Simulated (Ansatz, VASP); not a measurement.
## Cross-check of BH2N (H-BN-H chair monolayer) between VASP and Ansatz

Wanted: the spread between two codes on one cell, functional and k mesh. The structure shown is the start of the Ansatz relaxation below; VASP solves that cell, so the two are compared at the walk's first step.

Program: Ansatz 0.2.0. Level of theory: plane waves, with VASP 6.6.1 beside it; single point at LDA. Results are calculated unless marked as measured.

## 1. Starting point

The cell holds 4 atoms: 2 H, 1 N and 1 B. Its edges and angles: a = 2.558 Å, b = 2.558 Å, c = 29.173 Å, α = 90.0°, β = 90.0°, γ = 120.0°. Vacuum lies along c. The height across the vacuum is the one that the program set for its solve, not the one typed.

## 2. Ansatz: relaxation, LDA

Ansatz runs on its default PAW (the set named soft_2) files.

The two programs are compared at the cell with which this relaxation starts, whose forces are those of its first step.

The input, input.yaml:

```yaml
crystal:
  lattice:
    - [2.5575, 0.0, 0.0]
    - [-1.27875, 2.2148599702, 0.0]
    - [0.0, 0.0, 20.6866666667]
  atoms:
    - { symbol: H, position: [0.6666666667, 0.3333333333, 0.4350628424] }
    - { symbol: "N", position: [0.6666666667, 0.3333333333, 0.4843699646] }
    - { symbol: B, position: [0.3333333333, 0.6666666667, 0.5093457944] }
    - { symbol: H, position: [0.3333333333, 0.6666666667, 0.5649371576] }
  periodic: [true, true, false]
kpoints:
  mp_grid: { grid: [12, 12, 1] }
hamiltonian:
  xc: lda
scf:
  occupations: { method: fermi_dirac, width: 0.05 }
  convergence: { dr2_threshold: 1.0e-09 }
relax:
  f_tol: 0.004
  max_steps: 90
  cell: {}
output:
  write_potential: true
  write_density: true
  volumetric_format: npy
```

Command:

```
ansatz run input.yaml --threads 4 --pin off --max-ram 6144MiB --backend cpu --events-out ev --progress --plain --runs-dir out
```

Numbers of over 12 decimals in the logs are rounded to 6 here.

What it wrote:

```text
Warning: crystal.periodic: the lattice vector that does not repeat stood 0.000° off the slab's normal, 20.687 Å along it as the deck builds it. The run solves the slab on a vector along the normal, 29.173 Å long, with every atom where it was (on the deck's vector they left 18.00 Å outside them, and the widest stretch free of ions among them is 1.15 Å). A fractional position that the run reports is one of the run's ce [...]
Warning: relax.cell: scf.convergence.dr2_threshold = 1e-9 eV is looser than the 2.4852205314e-10 eV advised for a relaxation that steers and ends on the stress (1e-10 eV for each atom of the cell: 4, times the square of relax.cell.stress_2d_tol = 0.05 N/m over 12.7 Å (the atoms' height at the walk's start and 5 Å past either face), 3.941e-2 GPa, over a crystal's default 0.05). What an SCF threshold leaves in a stress goes as its square root, and in the free energy as the threshold itself, and one threshold admits the most on a small cell: [figures from the program's tests cut] Set scf.convergence.dr2_threshold to 2.4852205314e-10 eV or tighter. [rest of the remark cut]
crystal.periodic: the lattice vector that does not repeat stood 0.000° off the slab's normal, 20.687 Å along it as the deck builds it. The run solves the slab on a vector along the normal, 29.173 Å long, with every atom where it was (on the deck's vector they left 18.00 Å outside them, and the widest stretch free of ions among them is 1.15 Å). A fractional position that the run reports is one of the run's cell, which [...]
Engine: ansatz 0.2.0, aarch64-unknown-linux-gnu
Pseudopotentials: kind: paw
Pseudopotential: H, paw, valence charge 1, recommended cutoff 420 eV (normal), H.paw.azcp
Pseudopotential: N, paw, valence charge 5, recommended cutoff 420 eV (normal), N.paw.azcp
Pseudopotential: B, paw, valence charge 3, recommended cutoff 420 eV (normal), B.paw.azcp
Functional definition: SPW92
  exchange = slater_x
  correlation = pw_c
Crystal: 4 atoms, lattice volume = 165.252 Å³
Basis set: ecut = 420 eV, 3331 PW (Γ)
Bands: 9, of which v1, the nominal top of the filled ones, is band 5 counted from 1 (4 counted from 0)
Symmetry: 6 space group operations
Space group: P3m1 (ITA 156), of the structure as read, at distance tolerance 5.5e-5 Å
[...]
SCF iter   3: F=—  HF=-557.192648 eV  |F-HF|=—  |Δ(HF+E_count)|=   1.68e-6  Δρ=2.92e-5  dr2=4.69e-6  ethr=5.36e-8  ⟨swp⟩=2.6  Hψ=296  notcnv=0
SCF iter   4: F=—  HF=-557.192648 eV  |F-HF|=—  |Δ(HF+E_count)|=   4.80e-7  Δρ=8.93e-6  dr2=2.34e-7  ethr=4.69e-8  ⟨swp⟩=2.6  Hψ=264  notcnv=0
SCF iter   5: F=—  HF=-557.192649 eV  |F-HF|=—  |Δ(HF+E_count)|=   6.84e-7  Δρ=3.15e-6  dr2=8.51e-9  ethr=2.34e-9  ⟨swp⟩=2.9  Hψ=284  notcnv=0
SCF iter   6: F=-557.192649 eV  HF=-557.192649 eV  |F-HF|=4.07e-11  |Δ(HF+E_count)|=   1.23e-9  Δρ=4.84e-7  dr2=1.68e-10  ethr=1.00e-11  ⟨swp⟩=8.6  Hψ=1190  notcnv=0
SCF 4 converged in 6 iterations: F = -557.192649 eV  dr2 = 1.68e-10
relax step   4: F+E_penalty+E_count = -557.19264906 eV  Δ(F+E_penalty+E_count) = -2.706e-4 eV  max|allowed force component| = 5.169e-3 eV/Å  Δτ_max = 0.0015 Å  P = -0.019 N/m  Ω = 164.371 Å³  energy of the carried Pulay correction = +7.017e-4 eV  fix = [c, alpha, beta]  reactions: c -0.000 N/m  (6 SCF iters, accepted)
[...]
relax step   5: F+E_penalty+E_count = -557.19266777 eV  Δ(F+E_penalty+E_count) = -1.871e-5 eV  max|allowed force component| = 7.516e-4 eV/Å  Δτ_max = 0.0001 Å  P = -0.000 N/m  Ω = 164.349 Å³  energy of the carried Pulay correction = +7.195e-4 eV  fix = [c, alpha, beta]  reactions: c -0.000 N/m  (5 SCF iters, accepted)
[...]
relax step   6: F+E_penalty+E_count = -557.19198832 eV  Δ(F+E_penalty+E_count) = +6.795e-4 eV  max|allowed force component| = 8.737e-4 eV/Å  Δτ_max = 0.0000 Å  P = -0.026 N/m  Ω = 164.349 Å³  fix = [c, alpha, beta]  reactions: c -0.000 N/m  stress off target by 2.61e-2 N/m on what of the cell is left free  SCF on the basis re-selected at this cell (its energy is not comparable with the rows above)  (5 SCF iters)
basis re-selected at this cell: Δ(F+E_penalty+E_count) = +6.795e-4 eV, ΔP = -0.026 N/m vs the last step (what re-selecting the basis moved, of the pressure what is left beyond the Pulay correction that the steps carried, after the strain that the cell walked since its last selection, with what the two solves' SCF thresholds leave and, on support functions, any second-order correction that the steps lacked; it is no m [...]
WARN: The output density's exchange-correlation potential varies sharply where the density is thin. Do not read a vacuum level from v_tot or v_xc, or from such a field of the output density. On a cell that repeats whose density bears no net charge and no dipole along the vacuum's axis use v_es (v_loc + v_h of the components); under efield.dipole_correction with no amplitude use v_es + v_field, which holds any externa [...]
SCF converged after 5 iterations
Free energy (F): -557.191988 eV
Harris-Foulkes:  -557.191988 eV  (|F-HF|=4.21e-12)
Internal energy: -557.191988 eV  (E = F + TS)
E sigma→0 (E₀):  -557.191988 eV
Fermi energy:    -4.765543 eV
--- Per-component energies (eV) ---
  E_band       = -123.648372
  E_kinetic    = 211.682629
  E_local      = -10576.447569  (includes V_loc(G=0)·N_el)
  E_nonlocal   = 62.335463
  E_hartree    = 5170.791138
  E_xc         = -109.346290
  E_vxc        = -137.447418  (∫ρ·V_xc dr)
  E_paw        = -192.450696  (= ΣΔE_a)
  E_vpaw       = -25.351315  (= ΣTr[D̂ρ^β])
  E_aug_tail   = -0.002428  (compensation charges beyond the density's cutoff)
  E_ewald      = 4876.119888
  E_core_change = 0.125878  (= ΣΔE_core)
  E_smearing   = -0.000000  (= −TS)
  E_closure    = -0.000000  (closes the sum)
  Σ components = -557.191988   (vs F -557.191988, Δ=0.00e0)
--- Forces (eV/Å), atoms counted from 1 ---
  atom   1  H      0.00000000     0.00000000    -0.00092523
  atom   2  N      0.00000000     0.00000000     0.00049686
  atom   3  B      0.00000000     0.00000000     0.00036714
  atom   4  H     -0.00000000    -0.00000000    -0.00014471
  max |Σ_I F_I| component: 2.06e-4 eV/Å
--- 2D stress c σ (N/m, compression-positive) ---
       -0.026113       0.000000      -0.000000
       -0.000000      -0.026113      -0.000000
       -0.000000      -0.000000      -0.000000
  P = ½ c Tr σ = -0.0261 N/m
--- Band table (eV; the first three rows and the last of 19) ---
  k-point 0: bands = ["-23.8186", "-14.5945", "-7.8778", "-6.2149", "-6.2149", "-3.3522 (-3.3522°)", "-1.9665", "-1.0399", "0.3310"]
  k-point 1: bands = ["-23.6844", "-14.4649", "-7.7742", "-6.8384", "-6.4353", "-3.1858 (-3.1858°)", "-1.7581", "-0.8371", "0.5348"]
  k-point 2: bands = ["-23.2908", "-14.0914", "-8.3976", "-7.4447", "-6.9787", "-2.6974 (-2.6974°)", "-1.1331", "-0.2298", "1.1434"]
  k-point 18: bands = ["-20.3400", "-12.7872", "-12.4505", "-11.2875", "-6.3663", "2.4525", "3.3546", "4.6068", "5.8913"]
  ° read free of the cell's end (the report's vacuum.weakly_bound_levels)
--- Relaxed structure (5 steps of the walk, 5 accepted, 1 SCFs on fresh bases) ---
  F+E_penalty+E_count = -557.19198832 eV   max|allowed force component| = 8.737e-4 eV/Å   (the final SCF, on the basis selected at the relaxed cell)
  cell:  # Å, volume = 164.3490 Å³
    - [2.550499, 0, 0]
    - [-1.275249, 2.208797, 0]
    - [0, 0, 29.173333]
  atoms:
    - { symbol: H, position: [0.666667, 0.333333, 0.307728] }
    - { symbol: N, position: [0.666667, 0.333333, 0.343357] }
    - { symbol: B, position: [0.333333, 0.666667, 0.360684] }
    - { symbol: H, position: [0.333333, 0.666667, 0.401964] }
```

In the SCF lines HF is the Harris–Foulkes energy and dr2 the Hartree energy of the density residual, in eV; the loop may stop once dr2 is under the threshold and the program's other checks hold. Hψ counts applications of the Hamiltonian.

## 3. VASP: single point, LDA, start cell

The same cell, functional (in two slightly different forms), mesh and smearing now go to VASP, with its own data sets.

Lines of VASP's logs that name or quote its potential files are left out, and so is its time.

The input, INCAR:

```
SYSTEM = BH2N
PREC = Accurate
ENCUT = 520
EDIFF = 1E-06
NELM = 120
ISMEAR = -1
SIGMA = 0.05
LREAL = .FALSE.
ALGO = Normal
GGA = CA
NBANDS = 11
LORBIT = 11
LWAVE = .FALSE.
LCHARG = .FALSE.
ISIF = 2
LDIPOL = .TRUE.
IDIPOL = 3
DIPOL = 0.5 0.5 0.353
LVHAR = .TRUE.
LASPH = .TRUE.
GGA_COMPAT = .FALSE.
EFERMI = MIDGAP
NELMDL = -8
```

The input, POSCAR:

```
BH2N
1.0
    2.5575000000      0.0000000000      0.0000000000
   -1.2787500000      2.2148600000      0.0000000000
    0.0000000000      0.0000000000     29.1733330000
H N B
2 1 1
Direct
    0.6666667419      0.3333334838      0.3085009176
    0.3333332581      0.6666665162      0.4005941659
    0.6666667419      0.3333334838      0.3434643549
    0.3333332581      0.6666665162      0.3611746042
```

The input, KPOINTS:

```
Automatic mesh
0
Gamma
12 12 1
0 0 0
```

The projector-augmented-wave data sets are H, N and B (LDA family, release 64).

Command:

```
mpirun -np 1 vasp_std
```

What it wrote:

```text
[banner, memory and clock lines left out]
running    1 mpi-ranks, on    1 nodes
 distrk:  each k-point on    1 cores,    1 groups
 distr:  one band on    1 cores,    1 groups

 POSCAR found type information on POSCAR H N B
 POSCAR found :  3 types and       4 ions
 LDA part: xc-table for (Slater(with rela. corr.)+CA(PZ))
 , standard interpolation
 POSCAR, INCAR and KPOINTS ok, starting setup
 FFT: planning ... GRIDC
 FFT: planning ... GRID_SOFT
 FFT: planning ... GRID
 WAVECAR not read
 entering main loop
       N       E                     dE             d eps       ncg     rms          rms(c)
DAV:   1     0.694439182521E+02    0.69444E+02   -0.39044E+03   434   0.641E+02
DAV:   2    -0.205258107946E+02   -0.89970E+02   -0.76624E+02   631   0.138E+02
DAV:   3    -0.284924929880E+02   -0.79667E+01   -0.79496E+01   579   0.578E+01
DAV:   4    -0.286302349597E+02   -0.13774E+00   -0.13760E+00   693   0.729E+00
DAV:   5    -0.286304772541E+02   -0.24229E-03   -0.24224E-03   588   0.252E-01
DAV:   6    -0.286304781594E+02   -0.90524E-06   -0.90522E-06   701   0.188E-02
DAV:   7    -0.286304781627E+02   -0.32978E-08   -0.32778E-08   634   0.748E-04
DAV:   8    -0.286304781627E+02   -0.15007E-10   -0.38603E-11   658   0.391E-05    0.830E+00
DAV:   9    -0.264455472127E+02    0.21849E+01   -0.43573E+00   588   0.129E+01    0.414E+00
DAV:  10    -0.259573811891E+02    0.48817E+00   -0.13228E+00   617   0.623E+00    0.210E+00
DAV:  11    -0.258526837441E+02    0.10470E+00   -0.39248E-01   559   0.395E+00    0.591E-01
DAV:  12    -0.258385413423E+02    0.14142E-01   -0.55600E-02   580   0.148E+00    0.278E-01
DAV:  13    -0.258316719602E+02    0.68694E-02   -0.75289E-03   559   0.581E-01    0.977E-02
DAV:  14    -0.258285117704E+02    0.31602E-02   -0.33256E-03   566   0.280E-01    0.699E-02
[...]
DAV:  19    -0.258288141345E+02   -0.23940E-03   -0.34403E-05   492   0.256E-02    0.449E-03
DAV:  20    -0.258289881943E+02   -0.17406E-03   -0.25228E-05   444   0.223E-02    0.294E-03
DAV:  21    -0.258290133034E+02   -0.25109E-04   -0.23154E-06   551   0.777E-03    0.112E-03
DAV:  22    -0.258290477942E+02   -0.34491E-04   -0.29369E-06   478   0.501E-03    0.100E-03
DAV:  23    -0.258290555553E+02   -0.77611E-05   -0.62254E-07   515   0.427E-03    0.861E-04
DAV:  24    -0.258290607710E+02   -0.52157E-05   -0.23993E-07   473   0.194E-03    0.400E-04
DAV:  25    -0.258290627229E+02   -0.19519E-05   -0.51216E-08   507   0.117E-03    0.278E-04
DAV:  26    -0.258290632561E+02   -0.53319E-06   -0.12014E-08   498   0.626E-04
   1 F= -.25829063E+02 E0= -.25829063E+02  d E =-.355666E-13
```

OUTCAR, selected parts (step 3):

```text
ion  position               nearest neighbor table
   1  0.667  0.333  0.309-   3 1.02
   2  0.333  0.667  0.401-   4 1.15
   3  0.667  0.333  0.343-   1 1.02   4 1.56   4 1.56   4 1.56
   4  0.333  0.667  0.361-   2 1.15   3 1.56   3 1.56   3 1.56

  LATTYP: Found a hexagonal cell.
 ALAT       =     2.5575000000
 C/A-ratio  =    11.4069728250

 Subroutine GETGRP returns: Found  6 space group operations
 (whereof  6 operations were pure point group operations)

The static configuration has the point symmetry C_3v.

 Found     19 irreducible k-points:

   k-points           NKPTS =     19   k-points in BZ     NKDIM =     19   number of bands    NBANDS=     11

   dimension x,y,z NGX =    20 NGY =   20 NGZ =  224
   dimension x,y,z NGXF=    40 NGYF=   40 NGZF=  448

   ENCUT  =  520.0 eV  38.22 Ry    6.18 a.u.   4.76  4.76 54.24*2*pi/ulx,y,z

   NELECT =      10.0000    total number of electrons

 k-points in reciprocal lattice and weights: Automatic mesh
   0.00000000  0.00000000  0.00000000       0.007
   0.08333333 -0.00000000  0.00000000       0.042
   0.16666667 -0.00000000  0.00000000       0.042
   0.25000000  0.00000000  0.00000000       0.042
   0.33333333  0.00000000  0.00000000       0.042
   0.41666667  0.00000000  0.00000000       0.042
   0.50000000  0.00000000  0.00000000       0.021
   0.08333333  0.08333333  0.00000000       0.042
   0.16666667  0.08333333  0.00000000       0.083
[...]
0.33333333  0.25000000  0.00000000       0.083
   0.33333333  0.33333333  0.00000000       0.014

 dipolmoment           0.000000      0.000000      0.137325 electrons x Angstroem

 average (electrostatic) potential at core
       1 -42.7252       2 -37.7039       3 -72.1360       4 -39.9092

 E-fermi :  -3.6181

 k-point     1 :       0.0000    0.0000    0.0000
  band No.  band energies     occupation
      1     -22.6556      2.00000
      2     -13.5667      2.00000
      3      -6.8544      2.00000
      4      -5.0317      2.00000
      5      -5.0317      2.00000
      6      -2.2044      0.00000
      7      -0.9648      0.00000
      8      -0.2890      0.00000
      9       0.8048      0.00000
     10       2.1136      0.00000
    ...

 k-point     2 :       0.0833   -0.0000    0.0000
  band No.  band energies     occupation
      1     -22.5226      2.00000
      2     -13.4384      2.00000
      3      -6.7592      2.00000
      4      -5.6582      2.00000
      5      -5.2500      2.00000
      6      -2.0373      0.00000
      7      -0.7555      0.00000
      8      -0.0855      0.00000
      9       1.0072      0.00000
     10       2.3203      0.00000
    ...

 k-point     3 :       0.1667   -0.0000    0.0000
  band No.  band energies     occupation
      1     -22.1330      2.00000
      2     -13.0695      2.00000
      3      -7.2205      2.00000
      4      -6.4537      2.00000
      5      -5.7884      2.00000
      6      -1.5474      0.00000
      7      -0.1278      0.00000
      8       0.5240      0.00000
      9       1.6121      0.00000
     10       2.9386      0.00000
    ...

  Total       -0.2486203     -0.2486203      2.2733116      0.0000000     -0.0000000      0.0000000
  in kB       -2.4104558     -2.4104559     22.0405072      0.0000000     -0.0000000      0.0000000
  external PRESSURE =       5.7398651 kB  Pullay stress =       0.0000000 kB

  energy-cutoff  :      520.00
  volume of cell :      165.25
      direct lattice vectors                 reciprocal lattice vectors
     2.557500000  0.000000000  0.000000000     0.391006843  0.225747903  0.000000000
    -1.278750000  2.214860000  0.000000000     0.000000000  0.451495806  0.000000000
     0.000000000  0.000000000 29.173333000     0.000000000  0.000000000  0.034277880

 POSITION                                       TOTAL-FORCE (eV/Angst)
 -----------------------------------------------------------------------------------
      1.27875      0.73829      9.00000        -0.000000      0.000000     -0.757472
     -0.00000      1.47657     11.68667        -0.000000      0.000000      1.386095
      1.27875      0.73829     10.02000         0.000000     -0.000000      0.868868
     -0.00000      1.47657     10.53667        -0.000000      0.000000     -1.497491
 -----------------------------------------------------------------------------------
    total drift:                                0.000000     -0.000220      0.000088

  FREE ENERGIE OF THE ION-ELECTRON SYSTEM (eV)
  ---------------------------------------------------
  free  energy   TOTEN  =       -25.8290632561 eV

  energy  without entropy=      -25.8290632561  energy(sigma->0) =      -25.82906326

 vacuum level on the upper side and lower side of the slab         3.240        -1.148

 total charge
# of ion       s       p       d       tot
------------------------------------------
    1        0.647   0.082   0.000   0.729
    2        0.639   0.026   0.000   0.665
    3        1.214   2.727   0.000   3.941
    4        0.697   1.425   0.000   2.122
--------------------------------------------------
tot          3.197   4.260   0.000   7.457

[... 3 further parts left out ...]
```

## 4. Comparison

Known differences besides the potentials themselves: the two LDA forms differ slightly; Ansatz cuts the interaction across the vacuum, VASP repeats the sheet with a dipole correction; the cutoff is 420 eV in Ansatz and 520 eV in VASP; VASP's log shows a relativistic correction to its local exchange, Ansatz's none. Total energies have different zeros and are not compared.

Forces (eV/Å; atoms numbered as in POSCAR):

| atom | Ansatz x, y, z | VASP x, y, z |
| --- | --- | --- |
| H1 | 0.000, 0.000, -0.679 | 0.000, 0.000, -0.757 |
| H2 | 0.000, 0.000, 1.369 | 0.000, 0.000, 1.386 |
| N3 | 0.000, 0.000, 0.831 | 0.000, 0.000, 0.869 |
| B4 | 0.000, 0.000, -1.521 | 0.000, 0.000, -1.497 |

The forces differ by 26 meV/Å r.m.s., which is 3.9 % of the r.m.s. force of 0.677 eV/Å (both taken over all components). With vacuum in the cell, a pressure given here is an average over mostly empty space and none of the material.

## 5. Results

* r.m.s. force difference (single point, LDA, start cell): 3.9 % of the r.m.s. force

What this shows: The r.m.s. force difference is 3.9 % of the r.m.s. force (single point, LDA, start cell), beyond the 3 % picked in this series as the mark of a large difference. What causes the difference of the single point, LDA, start cell pair stays open here. 1 further run of this series is not shown here. Such differences can come from data sets, numerical settings and the points named under the comparisons, not from the functional's error against experiment.

[Lines on the potential files, build, host, timing and source positions are cut from VASP's logs without a mark.]

[Logs are printed without paths, hosts, clocks, repeated set-up lines and the standing remarks that a program may print on its own settings, such as how far it seeks lower states.]

[Hosts, paths, dates, database ids (printed as entryN), source tags and the programs' standing remarks are cut or masked in the printed files.]
